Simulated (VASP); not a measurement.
Data:

```yaml
crystal:
  lattice:
    - [0.00000, 2.28238, 2.28238]
    - [2.28238, 0.00000, 2.28238]
    - [2.28238, 2.28238, 0.00000]
  atoms:
    - { symbol: Zr, position: [0.00000, 0.00000, 0.00000] }
    - { symbol: N, position: [0.50000, 0.50000, 0.50000] }
```

These are vdW-DF-cx, VASP's PBE PAW potentials (set 64) (plane waves; VASP) values and carry that method's errors. Settings: 520 eV cut-off, 15×15×15 Γ-centred mesh, tetrahedra with Blöchl corrections, potentials Zr_sv N.

Question: Tabulate the total density of states (states/eV per cell) against energy (eV; zero at the valence-band maximum or, without a gap, the Fermi level).

Answer: 
(E (eV), DOS (states/eV)): (-9.96, 0.00); (-9.73, 0.00); (-9.50, 0.00); (-9.28, 0.00); (-9.05, 0.00); (-8.82, 0.00); (-8.59, 0.00); (-8.36, 0.00); (-8.14, 0.00); (-7.91, 0.00); (-7.68, 0.06); (-7.45, 0.22); (-7.22, 0.36); (-7.00, 0.55); (-6.77, 0.92); (-6.54, 1.07); (-6.32, 1.12); (-6.09, 1.19); (-5.86, 0.87); (-5.63, 1.58); (-5.40, 2.59); (-5.18, 2.67); (-4.95, 3.36); (-4.72, 3.27); (-4.49, 1.85); (-4.26, 1.34); (-4.04, 1.10); (-3.81, 0.90); (-3.58, 0.66); (-3.35, 0.32); (-3.13, 0.13); (-2.90, 0.10); (-2.67, 0.10); (-2.44, 0.14); (-2.22, 0.19); (-1.99, 0.22); (-1.76, 0.27); (-1.53, 0.31); (-1.30, 0.35); (-1.08, 0.40); (-0.85, 0.45); (-0.62, 0.51); (-0.39, 0.59); (-0.17, 0.64); (0.06, 0.69); (0.29, 0.72); (0.52, 0.79); (0.74, 0.85); (0.97, 0.82); (1.20, 0.74); (1.43, 0.84); (1.66, 0.93); (1.88, 1.01); (2.11, 1.12); (2.34, 1.29); (2.57, 1.45); (2.79, 1.78); (3.02, 2.48); (3.25, 2.02); (3.48, 1.76)
Within 2 eV below the Fermi level the largest weight inside VASP's projection spheres is Zr d, then N p.

The compound is ZrN in the rock salt structure. It was relaxed first. The electron count is odd and the run is not spin-polarised, which forces a metal.
